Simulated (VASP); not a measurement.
Energy against volume of K (bcc). Computed with optB88-vdW, VASP's PBE PAW potentials (set 64) (plane waves; VASP). Settings: 520 eV cut-off, 10×10×10 Γ-centred mesh, first-order Methfessel-Paxton smearing of 0.10 eV, potentials K_sv.

| V (Å³/atom) | E (eV/atom) |
|---|---|
| 64.516 | 1.22082 |
| 66.575 | 1.21797 |
| 68.634 | 1.21692 |
| 70.693 | 1.21742 |

### Question
Fit these four points and predict the energy of the run at 72.752 Å³/atom.

### Answer
A cubic in V^(−2/3), the third-order Birch-Murnaghan form, passes through the four points with V0 = 68.95 Å³/atom and B0 = 4 GPa, and gives 1.2193 eV/atom there. The run gave 1.2193 eV/atom, +0.0 meV/atom from the fit; all five points give B0 = 4 GPa.

The compound is K in the bcc structure. It was relaxed first, which changed the volume by -6 %.
